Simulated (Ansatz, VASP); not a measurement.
**One calculation of ZrB3As4, two programs**

```
CELL_PARAMETERS angstrom
-3.10222 3.10222 3.10222
3.10222 -3.10222 3.10222
3.10222 3.10222 -3.10222
ATOMIC_POSITIONS crystal
Zr 0.00000 0.00000 0.00000
B 0.00000 0.50000 0.50000
B 0.50000 0.00000 0.50000
B 0.50000 0.50000 0.00000
As 0.50000 0.50000 0.50000
As 0.00000 0.00000 0.50000
As 0.00000 0.50000 0.00000
As 0.50000 0.00000 0.00000
```

Alike in both runs: task relaxation of cell and atoms; functional PBE; k mesh 8 × 8 × 8; occupations gaussian, width 0.1 eV; no spin polarisation.

|  | VASP | Ansatz |
| --- | --- | --- |
| version | VASP 6.6.1 | Ansatz 0.2.0 |
| potentials or method | VASP PAW PBE potentials, release 64 (Zr_sv, B, As) | scalar-relativistic, plane waves, PAW |
| plane-wave cutoff (eV) | 600 | 420 |
| valence electrons in the cell | 41 | 81 |

```csv
,VASP,Ansatz,Ansatz less VASP
"gap on the k mesh at the Fermi level, each at its own relaxed structure (eV)",none,none,-
relaxed volume (Å³/atom),15.09,15.07,-0.016
relaxed cell length with the largest relative difference (Å),5.393,5.391,-0.0019
```

A gap of «none» marks a metal or a gap that the smearing closes. The two sets of potentials don't hold the same shells in valence.
